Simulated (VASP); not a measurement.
Here is the system:

```
Sb
1.0
    3.95734    -2.15500     0.00000
    3.95734     2.15500     0.00000
    2.78382     0.00000     3.54329
Sb
2
Direct
  0.23350   0.23350   0.23350
  0.76650   0.76650   0.76650
```

All values below come from r2SCAN meta-GGA, VASP's PBE PAW potentials (set 64) (plane waves; VASP 6.6.1). Run with 400 eV cut-off, 9×9×9 Γ-centred mesh, first-order Methfessel-Paxton smearing of 0.10 eV, potentials Sb.

Energy and stress use the plane-wave basis of the starting cell.

Problem. The ions, cell shape and volume are relaxed. Predict the relaxed structure.

Solution. 
```
Sb
1.0
    4.04690    -2.17404     0.01808
    4.04690     2.17404     0.01808
    2.86301     0.00000     3.59268
Sb
2
Direct
  0.23192   0.23192   0.23192
  0.76808   0.76808   0.76808
```
Space group R-3m (166), at a tolerance of 0.03 Å.

Problem. How do energy and volume change from the first to the last step?

Solution. The energy (σ→0) changes by -6.4 meV/atom and the volume by +4.2 %, in 10 ionic steps.

The compound is Sb in the a7 structure. This run relaxes it. Symmetry was kept, so distortions that lower it aren't found.
